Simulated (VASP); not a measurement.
An input for Quantum ESPRESSO's pw.x (written as the equivalent of a VASP run, and not itself run):

```
&CONTROL
  calculation = 'scf'
  pseudo_dir = './pseudo'
  outdir = './out'
  tprnfor = .true.
  tstress = .true.
/
&SYSTEM
  ibrav = 0
  nat = 1
  ntyp = 1
  ecutwfc = 58
  occupations = 'tetrahedra'
  input_dft = 'revpbe'
/
&ELECTRONS
  conv_thr = 7.3e-09
  electron_maxstep = 100
/
ATOMIC_SPECIES
  Ta 180.948 Ta.upf
CELL_PARAMETERS angstrom
    -1.6663185    1.6663185    1.6663185
     1.6663185   -1.6663185    1.6663185
     1.6663185    1.6663185   -1.6663185
ATOMIC_POSITIONS crystal
  Ta   0.0000000  0.0000000  0.0000000
K_POINTS automatic
  17 17 17 0 0 0
```

Translate this input to VASP (INCAR, KPOINTS, POSCAR, choice of POTCAR).

Several could match; the one computed here: 
### POSCAR
```
Ta
1
   -1.6663184907     1.6663184907     1.6663184907
    1.6663184907    -1.6663184907     1.6663184907
    1.6663184907     1.6663184907    -1.6663184907
Ta
1
Direct
  0.0000000000   0.0000000000   0.0000000000
```

INCAR:
```
SYSTEM = Ta
PREC = Accurate
ENCUT = 520
EDIFF = 1E-7
NELM = 100
ALGO = Normal
LREAL = .FALSE.
LASPH = .TRUE.
ISMEAR = -5
GGA = RE
LMAXMIX = 6
LWAVE = .FALSE.
LCHARG = .TRUE.
LORBIT = 11
NEDOS = 601
ISIF = 2
```

### KPOINTS
```
Automatic mesh
0
Gamma
17 17 17
0 0 0
```

POTCAR, in this order: Ta_pv (PBE.64 set). Program: vasp_std.

What does not carry over: the potentials are each code's own (VASP's PAW set, PseudoDojo norm-conserving files in pw.x), so ENCUT and ecutwfc are chosen apart and not converted; conv_thr bounds pw.x's estimated SCF error, while EDIFF bounds the energy change between steps.

The compound is Ta in the bcc structure. It was relaxed first.
